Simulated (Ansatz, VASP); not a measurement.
**One calculation of BiCl4F, two programs**

```xyz
6
Lattice="0.0000 3.9911 3.9911 3.9911 0.0000 3.9911 3.9911 3.9911 0.0000" Properties=species:S:1:pos:R:3 pbc="T T T"
Bi    1.9956    1.9956    1.9956
Cl    2.9898    2.9898    4.9924
Cl    2.9898    4.9924    2.9898
Cl    4.9924    2.9898    2.9898
Cl    4.9924    4.9924    4.9924
F     0.0000    0.0000    0.0000
```

Change from the starting cell: species swapped into the CaDyAl4 type (F-43m, No. 216).

Alike in both runs: functional PBE; k mesh 8 × 8 × 8; occupations gaussian, width 0.1 eV; no spin polarisation.

Ansatz relaxed the structure, and its values are those at the end. VASP's run is a single point on that final structure, the one shown.

|  | VASP | Ansatz |
| --- | --- | --- |
| version | VASP 6.6.1 | Ansatz 0.2.0 |
| potentials or method | VASP PAW PBE potentials, release 64 (Bi_d, Cl, F) | scalar-relativistic, plane waves, PAW |
| plane-wave cutoff (eV) | 520 | 420 |
| valence electrons in the cell | 50 | 50 |

Ansatz gave:

- gap on the k mesh at the Fermi level (eV): none
- pressure (GPa): 0.0

What did VASP give for the same quantities?

gap on the k mesh at the Fermi level (eV): none; pressure (GPa): -0.2.

A gap of «none» marks a metal or a gap that the smearing closes. The functional is the same, so the differences come from potentials, cutoffs and numerics.

Caveats: spin-orbit coupling is left out, which moves the levels of the heavy elements.
